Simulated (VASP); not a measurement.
```
CELL_PARAMETERS angstrom
      0.00000     2.71339     2.71339
      2.71339     0.00000     2.71339
      2.71339     2.71339     0.00000
ATOMIC_POSITIONS crystal
  Ag 0.00000 0.00000 0.00000
  Cl 0.50000 0.50000 0.50000
```

The numbers are results of AM05 GGA, VASP's PBE PAW potentials (set 64) (plane waves; VASP), not measurements. Run with 520 eV cut-off, 8×8×8 Γ-centred mesh, Gaussian smearing of 0.050 eV, potentials Ag Cl.

Give the stress tensor in GPa (positive for a compressed cell).

```
1.65  0.00  0.00
0.00  1.65  0.00
0.00  0.00  1.65
```
The pressure is its mean diagonal, 1.65 GPa.

The compound is AgCl in the rock salt structure. This cell is one point of a volume scan, at 0.97 of the reference volume.
